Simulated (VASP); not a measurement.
The input files of a VASP run:

KPOINTS:
```
kpoints
0
G
 8 8 8
```

POSCAR:
```
GaP
1
    0.0000000000     2.7522175760     2.7522175760
    2.7522175760     0.0000000000     2.7522175760
    2.7522175760     2.7522175760     0.0000000000
Ga P
1 1
Direct
  0.0000000000   0.0000000000   0.0000000000
  0.2500000000   0.2500000000   0.2500000000
```

**INCAR**
```
# general
SYSTEM  = GaP
PREC    = Accurate
ENCUT   = 520   # plane-wave cut-off (eV)
LREAL   = F   # projection in real space or not
LASPH   = T

# electronic loop
EDIFF   = 1E-6   # SCF stop (eV)
NELM    = 100   # most electronic steps
ALGO    = Normal   # blocked Davidson
LMAXMIX = 4   # l cut-off of mixed one-centre charges

# smearing
ISMEAR  = 0
SIGMA   = 0.05   # width (eV)

# functional
GGA     = 91

# ions
IBRION  = 2   # conjugate gradients
NSW     = 60
ISIF    = 3   # ions, shape and volume
EDIFFG  = -0.01   # ionic stop

# output
LWAVE   = F
LCHARG  = F
```

POTCAR, in this order: Ga_d P (PBE.64 set). Program: vasp_std.

Task: Translate this PW91 calculation to Quantum ESPRESSO's pw.x.

Result: One equivalent input (not run):
```
&CONTROL
  calculation = 'vc-relax'
  pseudo_dir = './pseudo'
  outdir = './out'
  tprnfor = .true.
  tstress = .true.
  nstep = 60
  forc_conv_thr = 0.00039
/
&SYSTEM
  ibrav = 0
  nat = 2
  ntyp = 2
  ecutwfc = 80
  occupations = 'smearing'
  smearing = 'gaussian'
  degauss = 0.003675
  input_dft = 'pw91'
/
&ELECTRONS
  conv_thr = 7.3e-08
  electron_maxstep = 100
/
&IONS
/
&CELL
/
ATOMIC_SPECIES
  Ga 69.723 Ga.upf
  P 30.974 P.upf
CELL_PARAMETERS angstrom
     0.0000000    2.7522176    2.7522176
     2.7522176    0.0000000    2.7522176
     2.7522176    2.7522176    0.0000000
ATOMIC_POSITIONS crystal
  Ga   0.0000000  0.0000000  0.0000000
  P    0.2500000  0.2500000  0.2500000
K_POINTS automatic
  8 8 8 0 0 0
```
The two are equivalent in intent, not identical: the potentials are each code's own (VASP's PAW set, PseudoDojo norm-conserving files in pw.x), so ENCUT and ecutwfc are chosen apart and not converted; conv_thr bounds pw.x's estimated SCF error, while EDIFF bounds the energy change between steps; forc_conv_thr acts on force components and is met together with etot_conv_thr.

The compound is GaP in the zinc blende structure. It was relaxed first. The start is the result of an earlier pass.
